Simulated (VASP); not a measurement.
Consider the following.

```xyz
6
Lattice="2.9900 0.0000 0.0000 0.0000 2.9900 0.0000 0.0000 0.0000 21.4750" Properties=species:S:1:pos:R:3 pbc="T T T"
Al     1.4872     1.4643     7.0143
Al     1.4980     1.4553     9.9558
Al     1.4100     1.4323    12.9742
Ru     0.0829     0.0960     8.4604
Ru     0.0008    -0.0038    11.5300
Ru     0.0061     0.0409    14.4903
```

These are PBE GGA, VASP's PBE PAW potentials (set 64) (plane waves; VASP) values and carry that method's errors. Run with 300 eV cut-off, 6×6×1 Γ-centred mesh, Fermi-Dirac smearing of 0.10 eV, potentials Al Ru_pv.

At this cut-off the stress carries a Pulay error, which pulls relaxed volumes low. The cell holds a wide vacuum, so values per volume refer to the whole cell.

**Question.** Which forces act on the atoms, in eV/Å?

**Answer.** 
| atom | Fx | Fy | Fz |
|---|---|---|---|
| Al1 | 0.397 | 0.536 | 0.930 |
| Al2 | 0.307 | 0.647 | 0.520 |
| Al3 | 0.710 | 0.620 | 0.347 |
| Ru4 | -0.743 | -1.100 | -1.063 |
| Ru5 | -0.366 | -0.336 | -0.320 |
| Ru6 | -0.305 | -0.367 | -0.415 |

**Question.** Give the stress tensor in GPa (positive for a compressed cell).

**Answer.** 
```
-1.44   0.43   0.11
 0.43  -1.51  -0.21
 0.11  -0.21  -2.37
```
The pressure is its mean diagonal, -1.77 GPa.

The cell is a sheet with vacuum, built from a generated structure.
